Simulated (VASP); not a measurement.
Computed with PBE GGA with D3 dispersion (Becke-Johnson damping), VASP's PBE PAW potentials (set 64) (plane waves; VASP).

VASP input:

INCAR:
```
SYSTEM = SnTe
PREC = Accurate
ENCUT = 520
EDIFF = 1E-6
NELM = 100
ALGO = Normal
LREAL = .FALSE.
LASPH = .TRUE.
ISMEAR = 0
SIGMA = 0.05
GGA = PE
IVDW = 12
LMAXMIX = 4
LWAVE = .FALSE.
LCHARG = .FALSE.
IBRION = 2
ISIF = 3
NSW = 60
EDIFFG = -0.01
```

**KPOINTS**
```
Regular mesh
0
Gamma
7 7 7
0 0 0
```

### POSCAR
```
SnTe
1
    0.0000000000     3.1600000000     3.1600000000
    3.1600000000     0.0000000000     3.1600000000
    3.1600000000     3.1600000000     0.0000000000
Sn Te
1 1
Direct
  0.0000000000   0.0000000000   0.0000000000
  0.5000000000   0.5000000000   0.5000000000
```

POTCAR, in this order: Sn_d Te (PBE.64 set). Program: vasp_std.

The resulting files:

File OSZICAR:
```
       N       E                     dE             d eps       ncg     rms          rms(c)
DAV:   1     0.123023594076E+03    0.12302E+03   -0.96198E+03   560   0.160E+03
DAV:   2     0.319379442554E+01   -0.11983E+03   -0.11723E+03   590   0.367E+02
DAV:   3    -0.731515647187E+01   -0.10509E+02   -0.10479E+02   746   0.993E+01
DAV:   4    -0.759395575743E+01   -0.27880E+00   -0.27871E+00   628   0.176E+01
DAV:   5    -0.760541475291E+01   -0.11459E-01   -0.11459E-01   846   0.338E+00    0.463E+00
DAV:   6    -0.755243291301E+01    0.52982E-01   -0.13525E-01   696   0.282E+00    0.293E+00
DAV:   7    -0.755382923240E+01   -0.13963E-02   -0.52212E-02   688   0.133E+00    0.803E-01
DAV:   8    -0.755404966397E+01   -0.22043E-03   -0.72064E-03   632   0.796E-01    0.173E-01
DAV:   9    -0.755417273830E+01   -0.12307E-03   -0.53432E-04   690   0.255E-01    0.295E-02
DAV:  10    -0.755417699719E+01   -0.42589E-05   -0.67711E-05   610   0.793E-02    0.182E-02
DAV:  11    -0.755418309179E+01   -0.60946E-05   -0.38729E-05   620   0.542E-02    0.248E-02
DAV:  12    -0.755418270877E+01    0.38302E-06   -0.29574E-06   662   0.129E-02
   1 F= -.83487983E+01 E0= -.83487983E+01  d E =-.834880E+01
       N       E                     dE             d eps       ncg     rms          rms(c)
DAV:   1    -0.756310173316E+01   -0.89186E-02   -0.38083E-01   680   0.999E+00    0.757E-01
DAV:   2    -0.754953815146E+01    0.13564E-01   -0.23262E-02   680   0.263E+00    0.318E-01
DAV:   3    -0.754624957753E+01    0.32886E-02   -0.99020E-03   686   0.156E+00    0.648E-02
DAV:   4    -0.754617262550E+01    0.76952E-04   -0.26703E-04   598   0.169E-01    0.617E-02
DAV:   5    -0.754613480336E+01    0.37822E-04   -0.42391E-05   824   0.532E-02    0.134E-02
DAV:   6    -0.754613439518E+01    0.40818E-06   -0.38016E-06   536   0.339E-02
   2 F= -.83491703E+01 E0= -.83491703E+01  d E =-.371943E-03
       N       E                     dE             d eps       ncg     rms          rms(c)
DAV:   1    -0.755066075198E+01   -0.45259E-02   -0.39594E-02   680   0.328E+00    0.241E-01
DAV:   2    -0.754928587193E+01    0.13749E-02   -0.23434E-03   680   0.832E-01    0.102E-01
DAV:   3    -0.754894253836E+01    0.34333E-03   -0.10272E-03   686   0.500E-01    0.206E-02
DAV:   4    -0.754893041171E+01    0.12127E-04   -0.27501E-05   598   0.545E-02    0.199E-02
DAV:   5    -0.754892215270E+01    0.82590E-05   -0.43731E-06   656   0.173E-02    0.415E-03
DAV:   6    -0.754892197279E+01    0.17991E-06   -0.38894E-07   280   0.111E-02
   3 F= -.83492466E+01 E0= -.83492466E+01  d E =-.448320E-03
```

**OUTCAR**
```
------------------------ aborting loop because EDIFF is reached ----------------------------------------
 Edisp (eV)   -0.80032
  FORCE on cell =-STRESS in cart. coord.  units (eV):
  Direction    XX          YY          ZZ          XY          YZ          ZX
  --------------------------------------------------------------------------------------
  Total      -0.00399    -0.00399    -0.00399     0.00000     0.00000    -0.00000
  in kB      -0.10207    -0.10207    -0.10207     0.00000     0.00000    -0.00000
  external pressure =       -0.10 kB  Pullay stress =        0.00 kB
  volume of cell :       62.68
      direct lattice vectors                 reciprocal lattice vectors
     0.000000000  3.152754052  3.152754052    -0.158591502  0.158591502  0.158591502
     3.152754052  0.000000000  3.152754052     0.158591502 -0.158591502  0.158591502
     3.152754052  3.152754052 -0.000000000     0.158591502  0.158591502 -0.158591502
 POSITION                                       TOTAL-FORCE (eV/Angst)
 -----------------------------------------------------------------------------------
      0.00000      0.00000      0.00000        -0.000000      0.000000      0.000000
      3.15275      3.15275      3.15275         0.000000     -0.000000     -0.000000
 -----------------------------------------------------------------------------------
    total drift:                               -0.000000      0.000000      0.000000
  FREE ENERGIE OF THE ION-ELECTRON SYSTEM (eV)
  ---------------------------------------------------
  free  energy   TOTEN  =        -8.3492466320 eV

  energy  without entropy=       -8.3492466320  energy(sigma->0) =       -8.34924663

 reached required accuracy - stopping structural energy minimisation
```
(Selected blocks of OUTCAR.)

CONTCAR:
```
SnTe
   1.00000000000000
     0.0000000000000000    3.1527540518067672    3.1527540518067672
     3.1527540518067672    0.0000000000000000    3.1527540518067672
     3.1527540518067672    3.1527540518067672   -0.0000000000000000
  Sn              Te
     1     1
Direct
     0.0000000000000000    0.0000000000000000    0.0000000000000000
     0.5000000000000000    0.5000000000000000    0.5000000000000000
```

The compound is SnTe in the rock salt structure, which distorts at low temperature. This run relaxes it. Symmetry was kept, so distortions that lower it aren't found.
